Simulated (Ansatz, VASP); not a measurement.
# HfC: VASP beside Ansatz

One calculation is typed for both programs; each brings its own data sets. How far apart do they land? The cell is taken from a series of runs on this material, whose earlier steps may have relaxed, scaled, displaced or heated it; both programs get it as it stands.

Method: plane waves, with VASP 6.6.1 beside it; LDA, in Ansatz 0.2.0.

**1. The structure**

The structure is cubic, space group Fm-3m (No. 225). The conventional cell has a = 4.575 Å, b = 4.575 Å, c = 4.575 Å, α = 90.00°, β = 90.00°, γ = 90.00°. Nearest to Hf lie 6 C at 2.29 Å. Nearest to C lie 6 Hf at 2.29 Å. Farther neighbours are not listed.

**2. VASP: elastic constants, LDA, pair 1**

Elastic constants are differences of stresses under small strains, so they test the stress and the mesh.

Lines of VASP's logs that name or quote its potential files are left out, and so is its time.

INCAR

```
SYSTEM = HfC
PREC = Accurate
ENCUT = 600
EDIFF = 1E-08
NELM = 120
ISMEAR = 0
SIGMA = 0.1
LREAL = .FALSE.
ALGO = Normal
GGA = CA
NBANDS = 13
LASPH = .TRUE.
LORBIT = 11
LWAVE = .FALSE.
LCHARG = .FALSE.
ISIF = 3
IBRION = 6
NFREE = 2
POTIM = 0.015
NSW = 1
GGA_COMPAT = .FALSE.
KPAR = 2
```

POSCAR

```
HfC
1.0
    0.0000000000      2.2876420967      2.2876420967
    2.2876420967      0.0000000000      2.2876420967
    2.2876420967      2.2876420967      0.0000000000
Hf C
1 1
Direct
    0.5000000000      0.5000000000      0.5000000000
    0.0000000000      0.0000000000      0.0000000000
```

KPOINTS

```
Automatic mesh
0
Gamma
14 14 14
0 0 0
```

PAW data sets: Hf_pv and C (LDA family, release 64).

The run is started by

```bash
mpirun -np 2 vasp_std
```

Numbers of over 12 decimals in the logs are rounded to 6 here.

The program printed:

```text
[banner, memory and clock lines left out]
running    2 mpi-ranks, on    1 nodes
 distrk:  each k-point on    1 cores,    2 groups
 distr:  one band on    1 cores,    1 groups

 POSCAR found type information on POSCAR HfC
 POSCAR found :  2 types and       2 ions
 LDA part: xc-table for (Slater(with rela. corr.)+CA(PZ))
 , standard interpolation
 POSCAR, INCAR and KPOINTS ok, starting setup
 FFT: planning ... GRIDC
 FFT: planning ... GRID_SOFT
 FFT: planning ... GRID
 WAVECAR not read
 entering main loop
       N       E                     dE             d eps       ncg     rms          rms(c)
DAV:   1     0.228241047620E+02    0.22824E+02   -0.85274E+03  2720   0.118E+03
DAV:   2    -0.243542664473E+02   -0.47178E+02   -0.44106E+02  3446   0.220E+02
DAV:   3    -0.260242355060E+02   -0.16700E+01   -0.16617E+01  3412   0.292E+01
DAV:   4    -0.260333459725E+02   -0.91105E-02   -0.91097E-02  3009   0.263E+00
DAV:   5    -0.260334100008E+02   -0.64028E-04   -0.64027E-04  3415   0.199E-01    0.632E+01
DAV:   6    -0.229831008048E+02    0.30503E+01   -0.13806E+01  3104   0.197E+01    0.446E+01
DAV:   7    -0.229174992490E+02    0.65602E-01   -0.64197E-01  3129   0.551E+00    0.252E+01
DAV:   8    -0.229032277663E+02    0.14271E-01   -0.62580E-02  3264   0.189E+00    0.551E+00
DAV:   9    -0.228972354822E+02    0.59923E-02   -0.29167E-02  3179   0.890E-01    0.187E+00
DAV:  10    -0.228967236286E+02    0.51185E-03   -0.19084E-03  3216   0.320E-01    0.572E-02
DAV:  11    -0.228967233455E+02    0.28309E-06   -0.81381E-05  3179   0.800E-02    0.633E-02
DAV:  12    -0.228967230561E+02    0.28942E-06   -0.17800E-06  3441   0.113E-02    0.340E-02
DAV:  13    -0.228967227141E+02    0.34195E-06   -0.85917E-07  3249   0.507E-03    0.207E-03
DAV:  14    -0.228967227184E+02   -0.42917E-08   -0.30437E-08  3074   0.135E-03
   1 F= -.22896723E+02 E0= -.22895973E+02  d E =-.150036E-02
[... from here on, the cycles between the ionic steps are left out ...]
   2 F= -.22887681E+02 E0= -.22886925E+02  d E =-.151217E-02
   3 F= -.22886332E+02 E0= -.22885654E+02  d E =-.135535E-02
   9 F= -.22893708E+02 E0= -.22892957E+02  d E =-.150214E-02
  10 F= -.22893708E+02 E0= -.22892957E+02  d E =-.150214E-02
  11 F= -.22893708E+02 E0= -.22892957E+02  d E =-.150214E-02
  12 F= -.22893708E+02 E0= -.22892957E+02  d E =-.150214E-02
  13 F= -.22893708E+02 E0= -.22892957E+02  d E =-.150214E-02
  14 F= -.22895726E+02 E0= -.22894974E+02  d E =-.150463E-02
  15 F= -.22895726E+02 E0= -.22894974E+02  d E =-.150463E-02
  16 F= -.22895726E+02 E0= -.22894974E+02  d E =-.150463E-02
 Finite differences progress:
  Degree of freedom:   8/  8
  Displacement:        1/  2
  Total:              15/ 16
 bond charge predicted
       N       E                     dE             d eps       ncg     rms          rms(c)
DAV:   1    -0.228975731849E+02   -0.18474E-02   -0.14854E+00  6444   0.746E+00    0.723E-01
DAV:   2    -0.228962558946E+02    0.13173E-02   -0.79561E-03  7962   0.651E-01    0.352E-01
DAV:   3    -0.228957158290E+02    0.54007E-03   -0.12041E-03  6942   0.253E-01    0.889E-02
DAV:   4    -0.228957271703E+02   -0.11341E-04   -0.17755E-04  8134   0.856E-02    0.366E-02
DAV:   5    -0.228957260528E+02    0.11175E-05   -0.23968E-06  7294   0.145E-02    0.614E-03
DAV:   6    -0.228957258231E+02    0.22973E-06   -0.29617E-07  7994   0.451E-03    0.198E-03
DAV:   7    -0.228957258100E+02    0.13042E-07   -0.71236E-08  7634   0.205E-03    0.334E-04
DAV:   8    -0.228957258105E+02   -0.45884E-09   -0.51863E-09  5504   0.458E-04
  17 F= -.22895726E+02 E0= -.22894973E+02  d E =-.150463E-02
 Finite differences progress:
  Degree of freedom:   8/  8
  Displacement:        2/  2
  Total:              16/ 16
```

OUTCAR, selected parts (step 2):

```text
ion  position               nearest neighbor table
   1  0.500  0.500  0.500-   2 2.29   2 2.29   2 2.29   2 2.29   2 2.29   2 2.29
   2  0.000  0.000  0.000-   1 2.29   1 2.29   1 2.29   1 2.29   1 2.29   1 2.29

  LATTYP: Found a face centered cubic cell.
 ALAT       =     4.5752841934

 Subroutine GETGRP returns: Found 48 space group operations
 (whereof 48 operations were pure point group operations)

The static configuration has the point symmetry O_h .

 Found    104 irreducible k-points:

   k-points           NKPTS =    104   k-points in BZ     NKDIM =    104   number of bands    NBANDS=     13

   dimension x,y,z NGX =    28 NGY =   28 NGZ =   28
   dimension x,y,z NGXF=    56 NGYF=   56 NGZF=   56

   ENCUT  =  600.0 eV  44.10 Ry    6.64 a.u.   6.46  6.46  6.46*2*pi/ulx,y,z

   NELECT =      14.0000    total number of electrons

 k-points in reciprocal lattice and weights: Automatic mesh
   0.00000000  0.00000000  0.00000000       0.000
   0.07142857  0.00000000  0.00000000       0.003
   0.14285714  0.00000000  0.00000000       0.003
   0.21428571  0.00000000  0.00000000       0.003
   0.28571429  0.00000000  0.00000000       0.003
   0.35714286  0.00000000  0.00000000       0.003
   0.42857143  0.00000000  0.00000000       0.003
   0.50000000  0.00000000  0.00000000       0.001
   0.07142857  0.07142857  0.00000000       0.002
[...]
-0.28571429  0.42857143  0.21428571       0.009
  -0.28571429  0.50000000  0.21428571       0.004

 average (electrostatic) potential at core
       1 -35.1240       2 -51.4882

 E-fermi :   6.2239

 k-point     1 :       0.0000    0.0000    0.0000
  band No.  band energies     occupation
      1     -22.9301      2.00000
      2     -22.9301      2.00000
      3     -22.9301      2.00000
      4      -6.1494      2.00000
      5       7.2542      0.00000
      6       7.2542      0.00000
      7       7.2808      0.00000
      8       7.5511      0.00000
      9       7.5850      0.00000
    ...

 k-point     2 :       0.0714    0.0000    0.0000
  band No.  band energies     occupation
      1     -22.9746      2.00000
      2     -22.9343      2.00000
      3     -22.9342      2.00000
      4      -6.0087      2.00000
      5       6.3195      0.17641
      6       6.6030      0.00000
      7       6.6165      0.00000
      8       7.8366      0.00000
      9       7.8453      0.00000
    ...

 k-point     3 :       0.1429    0.0000    0.0000
  band No.  band energies     occupation
    ...
      3     -22.9458      2.00000
      4      -5.6029      2.00000
      5       5.0766      2.00000
      6       5.6393      2.00000
      7       5.6447      2.00000
      8       8.2731      0.00000
      9       8.2765      0.00000
     10       8.6884      0.00000
     11      11.7463      0.00000
     12      11.7508      0.00000
    ...

  Total        0.0228429      0.0099540      0.0099540      0.0000000     -0.0000000      0.0000000
  in kB        1.5285079      0.6660628      0.6660628      0.0000000     -0.0000000      0.0000000
  external PRESSURE =       0.9535445 kB  Pullay stress =       0.0000000 kB

  energy-cutoff  :      600.00
  volume of cell :       23.94
      direct lattice vectors                 reciprocal lattice vectors
     0.000000000  2.287642097  2.287642097    -0.218565658  0.218565658  0.218565658
     2.287642097  0.000000000  2.287642097     0.218565658 -0.218565658  0.218565658
     2.287642097  2.287642097  0.000000000     0.218565658  0.218565658 -0.218565658

 POSITION                                       TOTAL-FORCE (eV/Angst)
 -----------------------------------------------------------------------------------
      2.28764      2.28764      2.28764        -0.132830      0.000000      0.000000
     -0.01500      0.00000      0.00000         0.132830      0.000000      0.000000
 -----------------------------------------------------------------------------------
    total drift:                               -0.000036     -0.000000     -0.000000

  FREE ENERGIE OF THE ION-ELECTRON SYSTEM (eV)
  ---------------------------------------------------
  free  energy   TOTEN  =       -22.8957258105 eV

  energy  without entropy=      -22.8942211789  energy(sigma->0) =      -22.89497349

  SYMMETRIZED ELASTIC MODULI (kBar)
 Direction    XX          YY          ZZ          XY          YZ          ZX
 --------------------------------------------------------------------------------
 XX        5783.1206   1120.6798   1120.6798     -0.0000     -0.0000     -0.0000
 YY        1120.6798   5783.1206   1120.6798      0.0000     -0.0000     -0.0000
 ZZ        1120.6798   1120.6798   5783.1206     -0.0000      0.0000     -0.0000
 XY          -0.0000      0.0000     -0.0000   1793.8530      0.0000      0.0000
 YZ          -0.0000     -0.0000      0.0000      0.0000   1793.8530      0.0000
 ZX          -0.0000     -0.0000     -0.0000      0.0000      0.0000   1793.8530
 --------------------------------------------------------------------------------

 Eigenvectors and eigenvalues of the dynamical matrix
 ----------------------------------------------------

   1 f  =   13.866671 THz    87.126863 2PiTHz  462.542357 cm-1    57.347917 meV
             X         Y         Z           dx          dy          dz
      2.287642  2.287642  2.287642     0.042097    0.247511   -0.000000
      0.000000  0.000000  0.000000    -0.162303   -0.954266   -0.000000

   2 f  =   13.866671 THz    87.126863 2PiTHz  462.542357 cm-1    57.347917 meV
             X         Y         Z           dx          dy          dz
      2.287642  2.287642  2.287642     0.000000    0.000000   -0.251066
      0.000000  0.000000  0.000000     0.000000    0.000000    0.967970

   3 f  =   13.866671 THz    87.126863 2PiTHz  462.542357 cm-1    57.347917 meV
             X         Y         Z           dx          dy          dz
      2.287642  2.287642  2.287642     0.247511   -0.042097    0.000000
      0.000000  0.000000  0.000000    -0.954266    0.162303    0.000000

   4 f/i=    0.000441 THz     0.002771 2PiTHz    0.014709 cm-1     0.001824 meV
             X         Y         Z           dx          dy          dz
      2.287642  2.287642  2.287642     0.003322    0.037024    0.967256
      0.000000  0.000000  0.000000     0.000862    0.009603    0.250881

   5 f/i=    0.000441 THz     0.002771 2PiTHz    0.014709 cm-1     0.001824 meV
             X         Y         Z           dx          dy          dz
      2.287642  2.287642  2.287642    -0.640156   -0.725443    0.029967
      0.000000  0.000000  0.000000    -0.166040   -0.188161    0.007773

   6 f/i=    0.000441 THz     0.002771 2PiTHz    0.014709 cm-1     0.001824 meV
             X         Y         Z           dx          dy          dz
      2.287642  2.287642  2.287642     0.726054   -0.639787    0.021995
      0.000000  0.000000  0.000000     0.188319   -0.165944    0.005705

 ELASTIC MODULI CONTR FROM IONIC RELAXATION (kBar)
 Direction    XX          YY          ZZ          XY          YZ          ZX
 --------------------------------------------------------------------------------
 XX           0.0000      0.0000      0.0000      0.0000      0.0000      0.0000
 YY           0.0000      0.0000      0.0000      0.0000      0.0000      0.0000
 ZZ           0.0000      0.0000      0.0000      0.0000      0.0000      0.0000
 XY           0.0000      0.0000      0.0000      0.0000      0.0000      0.0000
 YZ           0.0000      0.0000      0.0000      0.0000      0.0000      0.0000
 ZX           0.0000      0.0000      0.0000      0.0000      0.0000      0.0000
 --------------------------------------------------------------------------------

 TOTAL ELASTIC MODULI (kBar)
 Direction    XX          YY          ZZ          XY          YZ          ZX
 --------------------------------------------------------------------------------
 XX        5783.1206   1120.6798   1120.6798     -0.0000     -0.0000     -0.0000
 YY        1120.6798   5783.1206   1120.6798      0.0000     -0.0000     -0.0000
 ZZ        1120.6798   1120.6798   5783.1206     -0.0000      0.0000     -0.0000
 XY          -0.0000      0.0000     -0.0000   1793.8530      0.0000      0.0000
 YZ          -0.0000     -0.0000      0.0000      0.0000   1793.8530      0.0000
 ZX          -0.0000     -0.0000     -0.0000      0.0000      0.0000   1793.8530
 --------------------------------------------------------------------------------

 total charge
# of ion       s       p       d       tot
------------------------------------------
    1        0.326   6.683   1.781   8.790
    2        0.869   1.538   0.000   2.408
--------------------------------------------------
tot          1.195   8.222   1.781  11.197

[... 3 further parts left out ...]
```

Harder data sets than Hf_pv exist (the GW ones), and pressures, volumes and forces can shift noticeably with them.

Levels, forces or a CONTCAR printed for this step are those of its last displaced cell, not of the structure at rest.

[end of part 1 of 3]

[Lines on the potential files, build, host, timing and source positions are cut from VASP's logs without a mark.]

[Logs are printed without paths, hosts, clocks, repeated set-up lines and the standing remarks that a program may print on its own settings, such as how far it seeks lower states.]

[Hosts, paths, dates, database ids (printed as entryN), source tags and the programs' standing remarks are cut or masked in the printed files.]
